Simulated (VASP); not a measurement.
A run of VASP 6.6.1 is set up as follows.

The input INCAR:

```
SYSTEM = SiB2
PREC = Normal ; ENCUT = 520
EDIFF = 1E-5 ; ISMEAR = 0
SIGMA = 0.15 ; LREAL = Auto
LASPH = .True. ; NELM = 80
ALGO = Fast ; ISIF = 3
LWAVE = .False. ; LCHARG = .False.
GGA = PE ; IBRION = 2
NSW = 110 ; EDIFFG = -0.03
ISYM = 0 ; KPAR = 4
```

Contents of KPOINTS:

```
regular mesh
0
Gamma
  5 5 5
  0 0 0
```

The input POSCAR:

```
SiB2
1.0
    3.1969223200      1.8155209500      4.6654277400
   -3.1379087500      1.9073607800      4.5866056100
    0.1090424000     -3.5954874800      4.5742705300
Si B
5 10
Direct
    0.7281920900      0.7400018300      0.7618059400
    0.3505091100      0.3207813100      0.3811493400
    0.7347786800      0.1947659100      0.7240450800
    0.7193595300      0.7186598300      0.1972483700
    0.1952762600      0.7016023200      0.7292682600
    0.8454540800      0.3290737200      0.8591819600
    0.3347559200      0.8859750000      0.8721731300
    0.8883831700      0.8577444800      0.3159296100
    0.1338994500      0.6515670200      0.1455228900
    0.1485743000      0.1326498100      0.6604278800
    0.6630552600      0.1123771100      0.1432709900
    0.5051928700      0.4828344900      0.4888916500
    0.1593696800      0.1972658200      0.9376175400
    0.9018408700      0.2020107200      0.1893217200
    0.1888783400      0.9165920100      0.2027709500
```

Potentials or basis: VASP PAW PBE potentials, release 64 (Si, B).

Launch:

```bash
$ cat potpaw_PBE.64/Si/POTCAR potpaw_PBE.64/B/POTCAR > POTCAR
$ mpirun -np 4 vasp_std > vasp.out
```

(1) Predict the band gap on the k mesh.

(2) Predict the space group after relaxing (to 0.05 Å).

(3) Predict the relaxed cell.

Results:

(1) none (metal or under the smearing width).

(2) Cm (No. 8).

(3) a = 6.396 Å, b = 5.146 Å, c = 6.393 Å, α = 65.84°, β = 64.80°, γ = 65.82°.
